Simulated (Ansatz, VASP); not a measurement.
## Sb (antimonene monolayer) in two plane-wave programs

Wanted: the spread between two codes on one cell, functional and k mesh. The cell is taken from a series of runs on this material, whose earlier steps may have relaxed, scaled, displaced or heated it; both programs get it as it stands.

Calculated with Ansatz 0.2.0; plane waves, with VASP 6.6.1 beside it; single point at PBE with D3(BJ).

### 1. Starting point

The cell holds 2 atoms: 2 Sb. Cell: a = 4.067 Å, b = 4.067 Å, c = 19.651 Å, α = 90.0°, β = 90.0°, γ = 120.0°. Vacuum lies along c.

Structure file:

```cif
data_structure
_symmetry_space_group_name_H-M 'P 1'
_symmetry_Int_Tables_number 1
_cell_length_a 4.0671
_cell_length_b 4.0671
_cell_length_c 19.6510
_cell_angle_alpha 90.000
_cell_angle_beta 90.000
_cell_angle_gamma 120.000
_cell_volume 281.51
loop_
_atom_site_label
_atom_site_type_symbol
_atom_site_fract_x
_atom_site_fract_y
_atom_site_fract_z
_atom_site_occupancy
Sb1 Sb 0.66667 0.33333 0.45799 1
Sb2 Sb 0.33333 0.66667 0.54201 1
```

### 2. VASP: single point, PBE with D3(BJ)

With cell and atoms fixed, the geometry can't cause a difference; cores, projectors, grids and the points listed under the comparison can.

Lines of VASP's logs that name or quote its potential files are left out, and so is its time.

INCAR reads:

```
SYSTEM = Sb
PREC = Accurate
ENCUT = 400
EDIFF = 1E-06
NELM = 120
ISMEAR = -1
SIGMA = 0.02585
LREAL = .FALSE.
ALGO = Normal
GGA = PE
IVDW = 12
NBANDS = 11
LORBIT = 11
LWAVE = .FALSE.
LCHARG = .FALSE.
ISIF = 2
LDIPOL = .TRUE.
IDIPOL = 3
DIPOL = 0.5 0.5 0.5
LVHAR = .TRUE.
LASPH = .TRUE.
GGA_COMPAT = .FALSE.
EFERMI = MIDGAP
NELMDL = -8
```

POSCAR reads:

```
Sb
1.0
    4.0671206228      0.0000000000      0.0000000000
   -2.0335603114      3.5222297796      0.0000000000
    0.0000000000      0.0000000000     19.6509837860
Sb
2
Direct
    0.6666666666      0.3333333332      0.4579923376
    0.3333333332      0.6666666666      0.5420076624
```

KPOINTS reads:

```
Automatic mesh
0
Gamma
12 12 1
0 0 0
```

The projector-augmented-wave data sets are Sb (PBE family, release 64).

The run is started by

```sh
> mpirun -np 1 vasp_std
```

Numbers of over 12 decimals in the logs are rounded to 6 here.

What it wrote:

```text
[banner, memory and clock lines left out]
running    1 mpi-ranks, on    1 nodes
 distrk:  each k-point on    1 cores,    1 groups
 distr:  one band on    1 cores,    1 groups

 POSCAR found type information on POSCAR Sb
 POSCAR found :  1 types and       2 ions
 LDA part: xc-table for (Slater+PW92), standard interpolation
 POSCAR, INCAR and KPOINTS ok, starting setup
 FFT: planning ... GRIDC
 FFT: planning ... GRID_SOFT
 FFT: planning ... GRID
 WAVECAR not read
 entering main loop
       N       E                     dE             d eps       ncg     rms          rms(c)
DAV:   1     0.455254587458E+02    0.45525E+02   -0.23933E+03   418   0.471E+02
DAV:   2    -0.407304973234E+01   -0.49599E+02   -0.45829E+02   621   0.879E+01
DAV:   3    -0.806748713161E+01   -0.39944E+01   -0.39817E+01   550   0.300E+01
DAV:   4    -0.814457388277E+01   -0.77087E-01   -0.77078E-01   534   0.507E+00
DAV:   5    -0.814748945383E+01   -0.29156E-02   -0.29156E-02   548   0.113E+00
DAV:   6    -0.814766268120E+01   -0.17323E-03   -0.17323E-03   595   0.217E-01
DAV:   7    -0.814766558127E+01   -0.29001E-05   -0.29001E-05   559   0.221E-02
DAV:   8    -0.814766578865E+01   -0.20738E-06   -0.20738E-06   448   0.471E-03    0.302E+00
DAV:   9    -0.811942225674E+01    0.28244E-01   -0.14208E-02   478   0.602E-01    0.186E+00
DAV:  10    -0.810033017628E+01    0.19092E-01   -0.37589E-02   484   0.981E-01    0.101E-01
DAV:  11    -0.810021374931E+01    0.11643E-03   -0.18682E-03   510   0.236E-01    0.379E-02
DAV:  14    -0.810007073033E+01   -0.64970E-04   -0.33284E-05   454   0.215E-02    0.723E-03
DAV:  15    -0.810022087024E+01   -0.15014E-03   -0.25486E-05   468   0.216E-02    0.257E-03
DAV:  16    -0.810027281306E+01   -0.51943E-04   -0.25842E-06   539   0.672E-03    0.110E-03
DAV:  17    -0.810028729329E+01   -0.14480E-04   -0.10905E-06   527   0.363E-03    0.626E-04
DAV:  18    -0.810029468925E+01   -0.73960E-05   -0.15436E-06   505   0.316E-03    0.300E-04
DAV:  19    -0.810029968248E+01   -0.49932E-05   -0.89966E-08   464   0.857E-04    0.344E-04
DAV:  20    -0.810030486208E+01   -0.51796E-05   -0.21252E-07   460   0.108E-03    0.230E-04
DAV:  21    -0.810030623826E+01   -0.13762E-05   -0.46577E-08   493   0.525E-04    0.392E-05
DAV:  22    -0.810030645676E+01   -0.21850E-06   -0.49087E-09   395   0.172E-04
   1 F= -.85744642E+01 E0= -.85744642E+01  d E =-.819446E-11
```

OUTCAR, selected parts (step 2):

```text
ion  position               nearest neighbor table
   1  0.667  0.333  0.458-   2 2.87   2 2.87   2 2.87
   2  0.333  0.667  0.542-   1 2.87   1 2.87   1 2.87

  LATTYP: Found a hexagonal cell.
 ALAT       =     4.0671206228
 C/A-ratio  =     4.8316697754

 Subroutine GETGRP returns: Found 12 space group operations
 (whereof 12 operations were pure point group operations)

The static configuration has the point symmetry D_3d.

 Found     19 irreducible k-points:

   k-points           NKPTS =     19   k-points in BZ     NKDIM =     19   number of bands    NBANDS=     11

   dimension x,y,z NGX =    28 NGY =   28 NGZ =  128
   dimension x,y,z NGXF=    56 NGYF=   56 NGZF=  256

   ENCUT  =  400.0 eV  29.40 Ry    5.42 a.u.   6.63  6.63 32.05*2*pi/ulx,y,z

   NELECT =      10.0000    total number of electrons

 k-points in reciprocal lattice and weights: Automatic mesh
   0.00000000  0.00000000  0.00000000       0.007
   0.08333333 -0.00000000  0.00000000       0.042
   0.16666667  0.00000000  0.00000000       0.042
   0.25000000  0.00000000  0.00000000       0.042
   0.33333333 -0.00000000  0.00000000       0.042
   0.41666667  0.00000000  0.00000000       0.042
   0.50000000  0.00000000  0.00000000       0.021
   0.08333333  0.08333333  0.00000000       0.042
   0.16666667  0.08333333  0.00000000       0.083
[...]
0.33333333  0.25000000  0.00000000       0.083
   0.33333333  0.33333333  0.00000000       0.014

 dipolmoment           0.000000      0.000000      0.000000 electrons x Angstroem

 average (electrostatic) potential at core
       1 -94.6367       2 -94.6367

 E-fermi :  -1.6931

 k-point     1 :       0.0000    0.0000    0.0000
  band No.  band energies     occupation
      1     -13.7870      2.00000
      2      -8.7194      2.00000
      3      -3.0583      2.00000
      4      -2.2843      2.00000
      5      -2.2843      2.00000
      6      -0.6456      0.00000
      7       0.5129      0.00000
      8       0.5129      0.00000
      9       1.9134      0.00000
     10       2.1338      0.00000
    ...

 k-point     2 :       0.0833   -0.0000    0.0000
  band No.  band energies     occupation
      1     -13.7106      2.00000
      2      -8.7101      2.00000
      3      -3.0403      2.00000
      4      -3.0204      2.00000
      5      -2.4635      2.00000
      6      -0.1644      0.00000
      7       0.4311      0.00000
      8       0.6825      0.00000
      9       2.0220      0.00000
     10       2.2196      0.00000
    ...

 k-point     3 :       0.1667    0.0000    0.0000
  band No.  band energies     occupation
      1     -13.4838      2.00000
      2      -8.7169      2.00000
      3      -4.1632      2.00000
      4      -2.9416      2.00000
      5      -2.8589      2.00000
      6      -0.5357      0.00000
      7       1.0046      0.00000
      8       1.0388      0.00000
      9       2.2709      0.00000
     10       2.4816      0.00000
    ...

 Edisp (eV)   -0.47416

  Total       0.02954     0.02954     0.13333     0.00000     0.00000     0.00000
  in kB       0.16810     0.16810     0.75884     0.00000     0.00000     0.00000
  external pressure =        0.37 kB  Pullay stress =        0.00 kB

  energy-cutoff  :      400.00
  volume of cell :      281.51
      direct lattice vectors                 reciprocal lattice vectors
     4.067120623  0.000000000  0.000000000     0.245874193  0.141955531  0.000000000
    -2.033560311  3.522229780  0.000000000     0.000000000  0.283911063  0.000000000
     0.000000000  0.000000000 19.650983786     0.000000000  0.000000000  0.050888038

 POSITION                                       TOTAL-FORCE (eV/Angst)
 -----------------------------------------------------------------------------------
      2.03356      1.17408      9.00000        -0.000000     -0.000000     -0.085763
     -0.00000      2.34815     10.65098         0.000000      0.000000      0.085763
 -----------------------------------------------------------------------------------
    total drift:                                0.000000      0.000000      0.000000

  FREE ENERGIE OF THE ION-ELECTRON SYSTEM (eV)
  ---------------------------------------------------
  free  energy   TOTEN  =        -8.5744642434 eV

  energy  without entropy=       -8.5744642434  energy(sigma->0) =       -8.57446424

 vacuum level on the upper side and lower side of the slab         2.447         2.447

 total charge
# of ion       s       p       d       tot
------------------------------------------
    1        1.211   1.170   0.028   2.409
    2        1.211   1.170   0.028   2.409
--------------------------------------------------
tot          2.422   2.341   0.055   4.818

[... 3 further parts left out ...]
```

### 3. Ansatz: single point, PBE with D3(BJ)

Ansatz runs on its default PAW (the set named soft_2) files.

The same cell, functional, mesh and smearing now go to Ansatz, which takes its cutoff from its data sets.

input.yaml reads:

```yaml
crystal:
  lattice:
    - [4.0671206228, 0.0, 0.0]
    - [-2.0335603114, 3.5222297796, 0.0]
    - [0.0, 0.0, 19.650983786]
  atoms:
    - { symbol: Sb, position: [0.6666666667, 0.3333333333, 0.4579923376] }
    - { symbol: Sb, position: [0.3333333333, 0.6666666667, 0.5420076624] }
kpoints:
  mp_grid: { grid: [12, 12, 1] }
  band_path:
    path: [[0, 0, 0], [0.5, 0, 0], [0.33333333, 0.33333333, 0], [0, 0, 0]]
    npoints: 16
hamiltonian:
  xc: pbe
  dispersion: d3bj
scf:
  occupations: { method: fermi_dirac, width: 0.02585 }
  convergence: { dr2_threshold: 1.0e-10 }
efield:
  axis: 3
  dipole_correction: true
  ramp_position: 0.97
  ramp_width: 0.06
  amplitude: 0
output:
  dos: { projected: true, e_range: [-6, 5] }
  write_potential: true
  write_density: true
  volumetric_format: npy
  elf: true
```

The run is started by

```sh
> ansatz run input.yaml --threads 2 --pin off --max-ram 3072MiB --backend cpu --events-out ev --progress --plain --runs-dir out
```

What it wrote:

```text
Engine: ansatz 0.2.0, x86_64-unknown-linux-gnu
Pseudopotentials: kind: paw
Pseudopotential: Sb, paw, valence charge 15, recommended cutoff 420 eV (normal), Sb.paw.azcp
Functional definition: PBE
  parameter kappa = 0.804
  parameter beta = 0.066725
  exchange = pbe_x(kappa = kappa, mu = beta*pi^2/3)
  correlation = pbe_c(beta = beta)
Crystal: 2 atoms, lattice volume = 281.507 Å³
Basis set: ecut = 420 eV, 5501 PW (Γ)
Bands: 19, of which v1, the nominal top of the filled ones, is band 15 counted from 1 (14 counted from 0)
Symmetry: 6 space group operations
k-points: 19 of 144 (time reversal used)
Non-local potential: Sb, projectors of the file, l = 0: 2, l = 1: 2, l = 2: 2, l = 3: 2
PAW form: soft (Blöchl's): semilocal exchange-correlation on the pseudo side does not see the compensation charge
PAW one-centre angular grid: Sb, 590 points (default); XC on 64 Gauss nodes
Initial density: superposition of atomic densities (neutral atoms: chi_scale 0, normalization atom), corrected by the library's trained network
Initial wavefunctions: pseudopotential atomic-orbital guess
Functional: x = pbe(κ = 0.804, μ = 0.219515), c = pbe(β = 0.066725)
SCF iter   1: F=—  HF=-12969.289932 eV  |F-HF|=—  |Δ(HF+E_count)|=         —  Δρ=8.06e-4  dr2=3.15e-3  ethr=1.77e-3  p=0.000 e·Å  D=5.00e-14 V/Å  ΔV_dip=-0.00 eV  dr2_dipole=2.68e-8  V_vac-E_F(+/−)=4.25/4.25 eV  ⟨swp⟩=8.4  Hψ=2252  notcnv=0
efield: sawtooth ramp at fractional position 0.9700 (set: `efield.ramp_position`, or a place that a band, a saddle search or an elastic batch's reference lends), width 0.0600; the density the first Hamiltonian is built on has a dipole p = 0.000 e·Å; the dipole correction subtracts the counter field D = 5.00e-14 V/Å, which shifts the + side's vacuum level by -0.00 eV against the − side's; the planar-averaged density in the ramp window peaks in size at 3.6e-6 e/Å³
preconditioner: auto → Resta (q_TF=auto, 1.879 Å⁻¹)  ε∞=1.8  [insulator: Δε(μ)=1.196 eV  Ē_g=7.922 eV  σ=0.026 eV  W_gap=1.00  n_scr=28 (ndim 8)  ℏωp=7.0 eV  f_vac=0.706  D(μ)=0.00/eV (n_scr^D=0)  ε∞_Penn≈1.8  vacuum switching on, ρ_ref=4.6e-3 e/Å³]
SCF iter   2: F=—  HF=-12969.290086 eV  |F-HF|=—  |Δ(HF+E_count)|=   1.54e-4  Δρ=5.06e-4  dr2=1.21e-3  ethr=1.05e-5  p=-0.000 e·Å  D=-5.39e-5 V/Å  ΔV_dip=0.00 eV  dr2_dipole=1.88e-7  V_vac-E_F(+/−)=4.18/4.18 eV  ⟨swp⟩=2.6  Hψ=889  notcnv=0
SCF iter   3: F=—  HF=-12969.290743 eV  |F-HF|=—  |Δ(HF+E_count)|=   6.57e-4  Δρ=2.23e-4  dr2=1.25e-4  ethr=4.05e-6  p=0.000 e·Å  D=2.27e-4 V/Å  ΔV_dip=-0.00 eV  dr2_dipole=3.77e-6  V_vac-E_F(+/−)=4.13/4.13 eV  ⟨swp⟩=2.6  Hψ=734  notcnv=0
SCF iter   4: F=—  HF=-12969.290797 eV  |F-HF|=—  |Δ(HF+E_count)|=   5.35e-5  Δρ=8.80e-5  dr2=9.57e-5  ethr=4.16e-7  p=-0.001 e·Å  D=-5.12e-4 V/Å  ΔV_dip=0.01 eV  dr2_dipole=1.91e-5  V_vac-E_F(+/−)=4.13/4.12 eV  ⟨swp⟩=2.0  Hψ=694  notcnv=0
SCF iter   5: F=—  HF=-12969.290807 eV  |F-HF|=—  |Δ(HF+E_count)|=   1.04e-5  Δρ=7.59e-5  dr2=1.28e-4  ethr=3.19e-7  p=0.001 e·Å  D=6.24e-4 V/Å  ΔV_dip=-0.01 eV  dr2_dipole=2.81e-5  V_vac-E_F(+/−)=4.11/4.13 eV  ⟨swp⟩=2.1  Hψ=411  notcnv=0
SCF iter   6: F=—  HF=-12969.290794 eV  |F-HF|=—  |Δ(HF+E_count)|=   1.32e-5  Δρ=2.46e-5  dr2=9.13e-6  ethr=3.19e-7  p=0.000 e·Å  D=1.59e-4 V/Å  ΔV_dip=-0.00 eV  dr2_dipole=1.81e-6  V_vac-E_F(+/−)=4.12/4.12 eV  ⟨swp⟩=1.5  Hψ=372  notcnv=0
SCF iter   7: F=—  HF=-12969.290790 eV  |F-HF|=—  |Δ(HF+E_count)|=   3.89e-6  Δρ=4.32e-6  dr2=2.05e-7  ethr=3.04e-8  p=0.000 e·Å  D=1.62e-5 V/Å  ΔV_dip=-0.00 eV  dr2_dipole=3.27e-8  V_vac-E_F(+/−)=4.12/4.12 eV  ⟨swp⟩=2.4  Hψ=444  notcnv=0
SCF iter   8: F=—  HF=-12969.290809 eV  |F-HF|=—  |Δ(HF+E_count)|=   1.89e-5  Δρ=6.95e-7  dr2=3.21e-9  ethr=6.83e-10  p=0.000 e·Å  D=5.19e-7 V/Å  ΔV_dip=-0.00 eV  dr2_dipole=2.45e-10  V_vac-E_F(+/−)=4.12/4.12 eV  ⟨swp⟩=2.3  Hψ=521  notcnv=0
SCF iter   9: F=—  HF=-12969.290809 eV  |F-HF|=—  |Δ(HF+E_count)|=   3.59e-9  Δρ=1.72e-7  dr2=1.17e-10  ethr=1.07e-11  p=0.000 e·Å  D=1.06e-7 V/Å  ΔV_dip=-0.00 eV  dr2_dipole=7.96e-12  V_vac-E_F(+/−)=4.12/4.12 eV  ⟨swp⟩=2.7  Hψ=633  notcnv=0
SCF iter  10: F=-12969.290809 eV  HF=-12969.290809 eV  |F-HF|=9.09e-12  |Δ(HF+E_count)|=  2.55e-11  Δρ=4.53e-8  dr2=6.30e-12  ethr=1.00e-12  p=-0.000 e·Å  D=-9.61e-8 V/Å  ΔV_dip=0.00 eV  dr2_dipole=3.72e-14  V_vac-E_F(+/−)=4.12/4.12 eV  ⟨swp⟩=4.3  Hψ=1042  notcnv=0
SCF 1 converged in 10 iterations: F = -12969.290809 eV  dr2 = 6.30e-12
  greatest PAW one-centre occupation: 0.996 electrons in one spin orbital (limit 2), on the Sb atom at site 0 (counted from 0), in its partial waves of l = 2
NSCF: frozen V_eff on 49 k-points
efield: sawtooth ramp at fractional position 0.9700 (kept from the solve that this one continues, or follows in the run), width 0.0600; the density the first Hamiltonian is built on has a dipole p = -0.000 e·Å; the dipole correction subtracts the counter field D = -9.61e-8 V/Å, which shifts the + side's vacuum level by +0.00 eV against the − side's; the planar-averaged density in the ramp window peaks in size at 7.9e-9 e/Å³
WARN: The output density's exchange-correlation potential varies sharply where the density is thin. Do not read a vacuum level from v_tot or v_xc, or from such a field of the output density. On a cell that repeats whose density bears no net charge and no dipole along the vacuum's axis use v_es (v_loc + v_h of the components); under efield.dipole_correction with no amplitude use v_es + v_field, which holds any externa [...]
SCF converged after 10 iterations
Free energy (F): -12969.290809 eV
Harris-Foulkes:  -12969.290809 eV  (|F-HF|=9.09e-12)
Internal energy: -12969.290809 eV  (E = F + TS)
E sigma→0 (E₀):  -12969.290809 eV
Fermi energy:    -1.075959 eV
Dipole field:    D = -0.000000 V/Å  (p = -0.000000 e·Å, saw-weighted, corrected)
Work function:   Φ+ = 4.1196 eV   Φ− = 4.1195 eV
Levels:          The Fermi level and band energies are counted from a zero that moves with the ramp; work functions are not
--- Per-component energies (eV) ---
  E_band       = -666.187504
  E_kinetic    = 412.965029
  E_local      = -16115.806073  (includes V_loc(G=0)·N_el)
  E_nonlocal   = 724.320966
  E_hartree    = 7746.059363
  E_xc         = -275.933406
  E_vxc        = -191.066768  (∫ρ·V_xc dr)
  E_paw        = -9150.587601  (= ΣΔE_a)
  E_vpaw       = -988.719296  (= ΣTr[D̂ρ^β])
  E_aug_tail   = -0.000003  (compensation charges beyond the density's cutoff)
  E_efield     = 0.000000  (sawtooth field / dipole correction)
  E_vefield    = 0.000000  (∫n·V_field dr)
  E_ewald      = 3690.165128
  E_disp       = -0.474211  (pairwise vdW)
  E_smearing   = -0.000000  (= −TS)
  E_closure    = -0.000000  (closes the sum)
  Σ components = -12969.290809   (vs F -12969.290809, Δ=0.00e0)
--- Band table (eV; the first three rows and the last of 19) ---
  k-point 0: bands = [... 11 lower, -8.1375, -2.4657, -1.6492, -1.6492, 0.0158, 1.1349, 1.1349, 2.5222]
  k-point 1: bands = [... 11 lower, -8.1272, -2.4299, -2.3968, -1.8279, 0.4815, 1.0564, 1.3023, 2.6329]
  k-point 2: bands = [... 11 lower, -8.1302, -3.5194, -2.3519, -2.2224, 0.0925, 1.6187, 1.6675, 2.8818]
  k-point 18: bands = [... 11 lower, -10.2352, -5.3327, -3.6056, -3.6056, -0.3302, 1.8416, 1.8416, 4.8790]
```

### 4. Side by side

Known differences besides the potentials themselves: the data sets hold 30 valence electrons in Ansatz (on its default PAW (the set named soft_2) files) and 10 in VASP; the cutoff is 420 eV in Ansatz and 400 eV in VASP. Total energies have different zeros and are not compared.

Compared:

```tsv
quantity	Ansatz	VASP	difference
gap on the k mesh (eV)	1.175	1.182	-0.007
```

A gap on the mesh is an upper bound, since the band edges may lie between its points. With vacuum in the cell, a pressure given here is an average over mostly empty space and none of the material.

### 5. Summary of results

| Property | Result |
| --- | --- |
| difference in gap on the k mesh (single point, PBE with D3(BJ)) | -0.0069 eV |

In words: The difference in gap on the k mesh is -0.0069 eV (single point, PBE with D3(BJ)), within the 0.08 eV picked in this series as the mark of a large difference. The data sets hold unlike numbers of valence electrons (30 in Ansatz and 10 in VASP), so part of the differences comes from the potentials. Such differences can come from data sets, numerical settings and the points named under the comparisons, not from the functional's error against experiment.

[Lines on the potential files, build, host, timing and source positions are cut from VASP's logs without a mark.]

[Logs are printed without paths, hosts, clocks, repeated set-up lines and the standing remarks that a program may print on its own settings, such as how far it seeks lower states.]

[Hosts, paths, dates, database ids (printed as entryN), source tags and the programs' standing remarks are cut or masked in the printed files.]
